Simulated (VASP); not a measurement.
Consider the following.

```yaml
crystal:
  lattice:
    - [0.00000, 2.22380, 2.22380]
    - [2.22380, 0.00000, 2.22380]
    - [2.22380, 2.22380, 0.00000]
  atoms:
    - { symbol: Ta, position: [0.00000, 0.00000, 0.00000] }
    - { symbol: C, position: [0.50000, 0.50000, 0.50000] }
```

Calculation: PBE GGA with D3 dispersion (Becke-Johnson damping), VASP's PBE PAW potentials (set 64) (plane waves; VASP). Settings: 520 eV cut-off, Gaussian smearing of 0.050 eV, potentials Ta_pv C.

Question: Give the energies of bands 5 to 10 at the high-symmetry points, in eV from the Fermi level.

Answer: 
```json
[
 {"band": "5", "Γ": "-1.37", "X": "-4.66", "U": "-5.96", "L": "-8.80", "W": "-5.35"},
 {"band": "6", "Γ": "-1.37", "X": "-4.61", "U": "-4.94", "L": "-5.54", "W": "-5.04"},
 {"band": "7", "Γ": "-1.37", "X": "-1.80", "U": "-3.89", "L": "-5.54", "W": "-5.04"},
 {"band": "8", "Γ": "-0.51", "X": "-1.80", "U": "-0.64", "L": "2.72", "W": "1.60"},
 {"band": "9", "Γ": "-0.51", "X": "2.60", "U": "3.15", "L": "2.72", "W": "1.60"},
 {"band": "10", "Γ": "-0.51", "X": "4.10", "U": "3.99", "L": "3.70", "W": "4.11"}
]
```

It has no gap at this level: it comes out as a metal or semimetal.

The compound is TaC in the rock salt structure. It was relaxed first. The electron count is odd and the run is not spin-polarised, which forces a metal.
